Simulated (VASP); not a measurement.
Input:

```yaml
crystal:
  lattice:
    - [0.00000, 2.24482, 2.24482]
    - [2.24482, 0.00000, 2.24482]
    - [2.24482, 2.24482, 0.00000]
  atoms:
    - { symbol: B, position: [0.00000, 0.00000, 0.00000] }
    - { symbol: P, position: [0.25000, 0.25000, 0.25000] }
```

Method: LDA (Ceperley-Alder, Perdew-Zunger), VASP's LDA PAW potentials (set 64) (plane waves; VASP). Settings: 520 eV cut-off, 18×18×18 Γ-centred mesh, Gaussian smearing of 0.010 eV, potentials B P.

**Question.** Give the direction-averaged independent-particle dielectric function (no local fields, no excitons; a broadening of 0.1 eV leaves a tail below the gap, and fine structure carries the noise of the k-mesh).

**Answer.** 
```json
[
 {"ħω (eV)": "0.00", "ε₁": "9.63", "ε₂": "0.00"},
 {"ħω (eV)": "0.20", "ε₁": "9.64", "ε₂": "0.01"},
 {"ħω (eV)": "0.50", "ε₁": "9.69", "ε₂": "0.03"},
 {"ħω (eV)": "0.80", "ε₁": "9.79", "ε₂": "0.04"},
 {"ħω (eV)": "1.10", "ε₁": "9.94", "ε₂": "0.06"},
 {"ħω (eV)": "1.40", "ε₁": "10.15", "ε₂": "0.08"},
 {"ħω (eV)": "1.70", "ε₁": "10.43", "ε₂": "0.11"},
 {"ħω (eV)": "2.00", "ε₁": "10.80", "ε₂": "0.14"},
 {"ħω (eV)": "2.30", "ε₁": "11.27", "ε₂": "0.18"},
 {"ħω (eV)": "2.60", "ε₁": "11.90", "ε₂": "0.24"},
 {"ħω (eV)": "2.90", "ε₁": "12.77", "ε₂": "0.35"},
 {"ħω (eV)": "3.20", "ε₁": "14.11", "ε₂": "0.61"},
 {"ħω (eV)": "3.50", "ε₁": "16.22", "ε₂": "2.07"},
 {"ħω (eV)": "3.80", "ε₁": "15.79", "ε₂": "3.51"},
 {"ħω (eV)": "4.00", "ε₁": "17.02", "ε₂": "4.86"},
 {"ħω (eV)": "4.30", "ε₁": "16.54", "ε₂": "6.59"},
 {"ħω (eV)": "4.60", "ε₁": "17.65", "ε₂": "7.67"},
 {"ħω (eV)": "4.90", "ε₁": "18.68", "ε₂": "9.94"},
 {"ħω (eV)": "5.20", "ε₁": "20.74", "ε₂": "13.25"},
 {"ħω (eV)": "5.50", "ε₁": "24.34", "ε₂": "22.72"},
 {"ħω (eV)": "5.80", "ε₁": "12.27", "ε₂": "33.48"},
 {"ħω (eV)": "6.10", "ε₁": "3.76", "ε₂": "31.05"},
 {"ħω (eV)": "6.40", "ε₁": "-16.23", "ε₂": "22.91"},
 {"ħω (eV)": "6.70", "ε₁": "-9.16", "ε₂": "14.52"},
 {"ħω (eV)": "7.00", "ε₁": "-8.01", "ε₂": "11.05"},
 {"ħω (eV)": "7.30", "ε₁": "-5.05", "ε₂": "10.23"},
 {"ħω (eV)": "7.60", "ε₁": "-5.96", "ε₂": "10.65"},
 {"ħω (eV)": "7.80", "ε₁": "-5.82", "ε₂": "10.29"},
 {"ħω (eV)": "8.10", "ε₁": "-6.67", "ε₂": "8.12"},
 {"ħω (eV)": "8.40", "ε₁": "-7.10", "ε₂": "6.19"},
 {"ħω (eV)": "8.70", "ε₁": "-5.61", "ε₂": "4.99"},
 {"ħω (eV)": "9.00", "ε₁": "-4.42", "ε₂": "4.15"},
 {"ħω (eV)": "9.30", "ε₁": "-4.03", "ε₂": "4.83"},
 {"ħω (eV)": "9.60", "ε₁": "-4.48", "ε₂": "4.19"},
 {"ħω (eV)": "9.90", "ε₁": "-3.92", "ε₂": "4.10"},
 {"ħω (eV)": "10.20", "ε₁": "-4.51", "ε₂": "2.96"},
 {"ħω (eV)": "10.50", "ε₁": "-3.60", "ε₂": "2.88"},
 {"ħω (eV)": "10.80", "ε₁": "-3.38", "ε₂": "2.23"},
 {"ħω (eV)": "11.10", "ε₁": "-2.71", "ε₂": "2.27"},
 {"ħω (eV)": "11.40", "ε₁": "-2.47", "ε₂": "2.18"}
]
```
ε₂ peaks at 6.2 eV (height 36.7); ε₁(0) averages 9.63, so the electronic refractive index below the gap tends to √9.63 = 3.10.

The structure comes from a computed database's BP entry (F-43m); how it stands against other phases isn't given here. It was relaxed first.
